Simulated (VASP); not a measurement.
Method: PBEsol GGA, VASP's PBE PAW potentials (set 64) (plane waves; VASP 6.6.1).

VASP ran on this input.

**KPOINTS**
```
kpoints
0
G
 6 6 6
0 0 0
```

**POSCAR**
```
Nb3ZrN4
1.0
  4.4204301612   0.0000000000   0.0000000000
  0.0000000000   4.4204301612   0.0000000000
  0.0000000000   0.0000000000   4.4204301612
Zr N Nb
1 4 3
Cart
  0.0000000000   0.0000000000   0.0000000000
  2.2102150806   2.2102150806   2.2102150806
  0.0000000000   0.0000000000   2.2102150806
  0.0000000000   2.2102150806   0.0000000000
  2.2102150806   0.0000000000   0.0000000000
  2.2102150806   2.2102150806   0.0000000000
  2.2102150806   0.0000000000   2.2102150806
  0.0000000000   2.2102150806   2.2102150806
```

### INCAR
```
NSW = 60   # most ionic steps
EDIFF = 1E-6   # SCF stop (eV)
GGA = PS   # PBEsol
SIGMA = 0.1
SYSTEM = Nb3ZrN4
ENCUT = 520
IBRION = 2
LWAVE = F
LASPH = T
PREC = Accurate
EDIFFG = -0.02
ISMEAR = 1   # Methfessel-Paxton
ISIF = 3   # ions, shape and volume
NELM = 100
LMAXMIX = 4
LREAL = F   # projection in real space or not
LCHARG = F
ALGO = Normal   # blocked Davidson
```

POTCAR, in this order: Zr_sv N Nb_sv (PBE.64 set). Program: vasp_std.

The resulting files:

### OSZICAR
```
       N       E                     dE             d eps       ncg     rms          rms(c)
DAV:   1     0.876474719074E+03    0.87647E+03   -0.39425E+04  1680   0.178E+03
DAV:   2    -0.154736326767E+02   -0.89195E+03   -0.87775E+03  2040   0.683E+02
DAV:   3    -0.948410706247E+02   -0.79367E+02   -0.78533E+02  2720   0.168E+02
DAV:   4    -0.100013118978E+03   -0.51720E+01   -0.51329E+01  2704   0.361E+01
DAV:   5    -0.100294632679E+03   -0.28151E+00   -0.28073E+00  2840   0.891E+00    0.363E+01
DAV:   6    -0.873592181464E+02    0.12935E+02   -0.89926E+01  2312   0.451E+01    0.160E+01
DAV:   7    -0.871809398779E+02    0.17828E+00   -0.86634E+00  2670   0.145E+01    0.885E+00
DAV:   8    -0.871420132649E+02    0.38927E-01   -0.64328E-01  2320   0.428E+00    0.248E+00
DAV:   9    -0.871377894595E+02    0.42238E-02   -0.10982E-01  2816   0.188E+00    0.602E-01
DAV:  10    -0.871383931154E+02   -0.60366E-03   -0.11318E-02  2496   0.750E-01    0.167E-01
DAV:  11    -0.871384447817E+02   -0.51666E-04   -0.98717E-04  2800   0.230E-01    0.515E-02
DAV:  12    -0.871384568279E+02   -0.12046E-04   -0.15611E-04  2432   0.696E-02    0.243E-02
DAV:  13    -0.871384535762E+02    0.32517E-05   -0.25512E-05  2136   0.308E-02    0.135E-02
DAV:  14    -0.871384524853E+02    0.10908E-05   -0.22293E-06  1680   0.111E-02    0.747E-03
DAV:  15    -0.871384520489E+02    0.43649E-06   -0.91301E-07  1440   0.660E-03
   1 F= -.87138452E+02 E0= -.87139792E+02  d E =-.871385E+02
```

**OUTCAR**
```
------------------------ aborting loop because EDIFF is reached ----------------------------------------
  FORCE on cell =-STRESS in cart. coord.  units (eV):
  Direction    XX          YY          ZZ          XY          YZ          ZX
  --------------------------------------------------------------------------------------
  Total        0.0973861      0.0973861      0.0973861      0.0000000      0.0000000     -0.0000000
  in kB        1.8064004      1.8064004      1.8064004      0.0000000      0.0000000     -0.0000000
  external PRESSURE =       1.8064004 kB  Pullay stress =       0.0000000 kB
  volume of cell :       86.38
      direct lattice vectors                 reciprocal lattice vectors
     4.420430161  0.000000000  0.000000000     0.226222328  0.000000000  0.000000000
     0.000000000  4.420430161  0.000000000     0.000000000  0.226222328  0.000000000
     0.000000000  0.000000000  4.420430161     0.000000000  0.000000000  0.226222328
 POSITION                                       TOTAL-FORCE (eV/Angst)
 -----------------------------------------------------------------------------------
      0.00000      0.00000      0.00000         0.000000      0.000000      0.000000
      2.21022      2.21022      2.21022         0.000000      0.000000      0.000000
      0.00000      0.00000      2.21022         0.000000      0.000000      0.000000
      0.00000      2.21022      0.00000         0.000000      0.000000      0.000000
      2.21022      0.00000      0.00000         0.000000      0.000000      0.000000
      2.21022      2.21022      0.00000         0.000000      0.000000      0.000000
      2.21022      0.00000      2.21022         0.000000      0.000000      0.000000
      0.00000      2.21022      2.21022         0.000000      0.000000      0.000000
 -----------------------------------------------------------------------------------
    total drift:                                0.000000      0.000000      0.000000
  FREE ENERGIE OF THE ION-ELECTRON SYSTEM (eV)
  ---------------------------------------------------
  free  energy   TOTEN  =       -87.1384520489 eV

  energy  without entropy=      -87.1424725710  energy(sigma->0) =      -87.13979222

 reached required accuracy - stopping structural energy minimisation
```
(Selected blocks of OUTCAR.)

The structure was generated: Nb3ZrN4 was put into an ordered model structure (Pm-3m), which need not be its known phase. It was relaxed first. The start is the result of an earlier pass. The electron count is odd and the run is not spin-polarised, which forces a metal.
